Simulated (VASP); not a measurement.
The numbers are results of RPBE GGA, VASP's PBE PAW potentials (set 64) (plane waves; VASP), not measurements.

VASP ran on this input.

INCAR:
```
SYSTEM = Tc
PREC = Accurate
ENCUT = 520
EDIFF = 1E-7
NELM = 100
ALGO = Normal
LREAL = .FALSE.
LASPH = .TRUE.
ISMEAR = 1
SIGMA = 0.1
GGA = RP
LMAXMIX = 4
LWAVE = .FALSE.
LCHARG = .FALSE.
ISIF = 4
IBRION = 2
NSW = 30
EDIFFG = -0.01
```

File POSCAR:
```
Tc
1
    1.3938598419    -2.4142364712     0.0000000000
    1.3938598419     2.4142364712     0.0000000000
    0.0000000000     0.0000000000     4.4664854289
Tc
2
Direct
  0.3333330000   0.6666670000   0.2500000000
  0.6666670000   0.3333330000   0.7500000000
```

### KPOINTS
```
Automatic
0
Gamma
 15 15 8
```

POTCAR, in this order: Tc_pv (PBE.64 set). Program: vasp_std.

Output

File OUTCAR:
```
 ion  position               nearest neighbor table
   1  0.333  0.667  0.250-   2 2.75   2 2.75   2 2.75   2 2.75   2 2.75   2 2.75
   2  0.667  0.333  0.750-   1 2.75   1 2.75   1 2.75   1 2.75   1 2.75   1 2.75
  LATTYP: Found a hexagonal cell.
 ALAT       =     2.7877200358
 C/A-ratio  =     1.6022001390
 Subroutine PRICEL returns:
 Original cell was already a primitive cell.
 Subroutine GETGRP returns: Found 24 space group operations
The static configuration has the point symmetry D_3d.
 The point group associated with its full space group is D_6h.
The dynamic configuration has the point symmetry D_3d.
 Subroutine INISYM returns: Found 24 space group operations
 Subroutine IBZKPT returns following result:
 Found    135 irreducible k-points:

 Following reciprocal coordinates:
            Coordinates               Weight
  0.000000  0.000000  0.000000      1.000000
  0.066667 -0.000000  0.000000      6.000000
  0.133333 -0.000000  0.000000      6.000000
  0.200000 -0.000000  0.000000      6.000000
  0.266667 -0.000000  0.000000      6.000000
  0.333333  0.000000  0.000000      6.000000
  0.400000  0.000000  0.000000      6.000000
...
```

### OSZICAR
```
       N       E                     dE             d eps       ncg     rms          rms(c)
DAV:   1     0.313369790289E+03    0.31337E+03   -0.16730E+04  4598   0.160E+03
DAV:   2    -0.125658506989E+02   -0.32594E+03   -0.32278E+03  5013   0.452E+02
DAV:   3    -0.207605518324E+02   -0.81947E+01   -0.79889E+01  5636   0.817E+01
DAV:   4    -0.208431682731E+02   -0.82616E-01   -0.82169E-01  4949   0.797E+00
DAV:   5    -0.208439200658E+02   -0.75179E-03   -0.75153E-03  5313   0.746E-01    0.211E+01
DAV:   6    -0.195695617221E+02    0.12744E+01   -0.33382E+00  4876   0.178E+01    0.602E+00
DAV:   7    -0.194453401241E+02    0.12422E+00   -0.52916E-01  5279   0.640E+00    0.802E-01
DAV:   8    -0.194384206190E+02    0.69195E-02   -0.89373E-03  4736   0.100E+00    0.196E-01
DAV:   9    -0.194385373446E+02   -0.11673E-03   -0.45955E-04  5515   0.201E-01    0.228E-02
DAV:  10    -0.194385336255E+02    0.37191E-05   -0.15996E-05  4918   0.355E-02    0.847E-03
DAV:  11    -0.194385332257E+02    0.39983E-06   -0.21958E-06  4789   0.161E-02    0.359E-03
DAV:  12    -0.194385321363E+02    0.10893E-05   -0.21577E-07  3409   0.408E-03    0.568E-04
DAV:  13    -0.194385320319E+02    0.10446E-06   -0.23243E-08  2305   0.112E-03    0.991E-05
DAV:  14    -0.194385320821E+02   -0.50188E-07   -0.40903E-09  2305   0.417E-04
   1 F= -.19438532E+02 E0= -.19438950E+02  d E =-.194385E+02
       N       E                     dE             d eps       ncg     rms          rms(c)
DAV:   1    -0.194421412911E+02   -0.36093E-02   -0.16589E-01  4598   0.351E+00    0.345E-01
DAV:   2    -0.194392848593E+02    0.28564E-02   -0.48511E-03  5031   0.602E-01    0.148E-01
DAV:   3    -0.194386644743E+02    0.62038E-03   -0.22146E-03  5553   0.328E-01    0.207E-02
DAV:   4    -0.194386680813E+02   -0.36070E-05   -0.41854E-05  4665   0.669E-02    0.603E-03
DAV:   5    -0.194386678917E+02    0.18959E-06   -0.20938E-06  5162   0.916E-03    0.210E-03
DAV:   6    -0.194386679896E+02   -0.97820E-07   -0.15958E-07  2994   0.300E-03
   2 F= -.19438668E+02 E0= -.19439128E+02  d E =-.135908E-03
       N       E                     dE             d eps       ncg     rms          rms(c)
DAV:   1    -0.194390606629E+02   -0.39277E-03   -0.16944E-02  4598   0.112E+00    0.110E-01
DAV:   2    -0.194387703660E+02    0.29030E-03   -0.49521E-04  5007   0.191E-01    0.475E-02
DAV:   3    -0.194387057536E+02    0.64612E-04   -0.23304E-04  5544   0.106E-01    0.666E-03
DAV:   4    -0.194387062156E+02   -0.46206E-06   -0.46111E-06  4676   0.221E-02    0.207E-03
DAV:   5    -0.194387061503E+02    0.65350E-07   -0.25213E-07  3671   0.328E-03
   3 F= -.19438706E+02 E0= -.19439157E+02  d E =-.174068E-03
```

### OUTCAR
```
------------------------ aborting loop because EDIFF is reached ----------------------------------------
  FORCE on cell =-STRESS in cart. coord.  units (eV):
  Direction    XX          YY          ZZ          XY          YZ          ZX
  --------------------------------------------------------------------------------------
  Total       -1.4958459     -1.4958464     -1.4936807      0.0000000     -0.0000000     -0.0000000
  in kB      -79.7264835    -79.7265091    -79.6110794      0.0000000     -0.0000000     -0.0000000
  external PRESSURE =     -79.6880240 kB  Pullay stress =       0.0000000 kB
  volume of cell :       30.06
      direct lattice vectors                 reciprocal lattice vectors
     1.395222618 -2.416596851  0.000000000     0.358365750 -0.206902529  0.000000000
     1.395222618  2.416596851 -0.000000000     0.358365750  0.206902529  0.000000000
    -0.000000000 -0.000000000  4.457764492    -0.000000000  0.000000000  0.224327688
 POSITION                                       TOTAL-FORCE (eV/Angst)
 -----------------------------------------------------------------------------------
      1.39522      0.80553      1.11444        -0.000000      0.000000     -0.000000
      1.39522     -0.80553      3.34332         0.000000     -0.000000      0.000000
 -----------------------------------------------------------------------------------
    total drift:                                0.000031      0.000640     -0.000043
  FREE ENERGIE OF THE ION-ELECTRON SYSTEM (eV)
  ---------------------------------------------------
  free  energy   TOTEN  =       -19.4387061503 eV

  energy  without entropy=      -19.4400583341  energy(sigma->0) =      -19.43915688

 reached required accuracy - stopping structural energy minimisation
```
(Selected blocks of OUTCAR.)

**CONTCAR**
```
Tc
   1.00000000000000
     1.3952226184835679   -2.4165968507055799    0.0000000000000000
     1.3952226184835679    2.4165968507055799   -0.0000000000000000
    -0.0000000000000000   -0.0000000000000000    4.4577644916633350
  Tc
     2
Direct
     0.3333330000000032    0.6666669999999968    0.2500000000000000
     0.6666669999999968    0.3333330000000032    0.7500000000000000
```

**OUTCAR**
```
 val. band max:       11.8755634298   @ k =   0.3333   0.3333   0.0000

 cond. band min:      11.8772178929   @ k =   0.4000   0.1333   0.3750


 Fermi energy:        11.8767533814

 k-point     1 :       0.0000    0.0000    0.0000
  band No.  band energies     occupation
      1     -27.4369      2.00000
      2     -26.5046      2.00000
      3     -26.5046      2.00000
      4     -26.3415      2.00000
      5     -26.3415      2.00000
      6     -26.2952      2.00000
      7       4.8170      2.00000
      8       6.7947      2.00000
      9      10.4708      2.00000
     10      10.4708      2.00000
     11      10.5744      2.00000
     12      11.1408      2.00000
     13      11.1408      2.00000
     14      11.7662      2.06583
     15      11.7662      2.06580
     16      13.4970     -0.00000
     17      14.2628      0.00000

 k-point     2 :       0.0667   -0.0000    0.0000
  band No.  band energies     occupation
      1     -27.4215      2.00000
      2     -26.5389      2.00000
      3     -26.5160      2.00000
      4     -26.3771      2.00000
      5     -26.3463      2.00000
      6     -26.3019      2.00000
      7       4.9754      2.00000
      8       6.9222      2.00000
      9      10.1419      2.00000
     10      10.6039      2.00000
     11      10.8570      2.00000
     12      11.0616      2.00000
     13      11.2642      2.00000
     14      11.5779      2.00020
     15      11.6615      2.00949
     16      12.6021     -0.00000
     17      14.3282      0.00000

 k-point     3 :       0.1333   -0.0000    0.0000
  band No.  band energies     occupation
      1     -27.3766      2.00000
      2     -26.6355      2.00000
      3     -26.5472      2.00000
      4     -26.4762      2.00000
      5     -26.3603      2.00000
      6     -26.3221      2.00000
      7       5.4260      2.00000
      8       7.2571      2.00000
      9       9.7204      2.00000
     10      10.8185      2.00000
     11      10.8305      2.00000
...
```

The compound is Tc in the hcp structure. This cell is one point of a volume scan, at 1.03 of the reference volume. Symmetry was kept, so distortions that lower it aren't found.
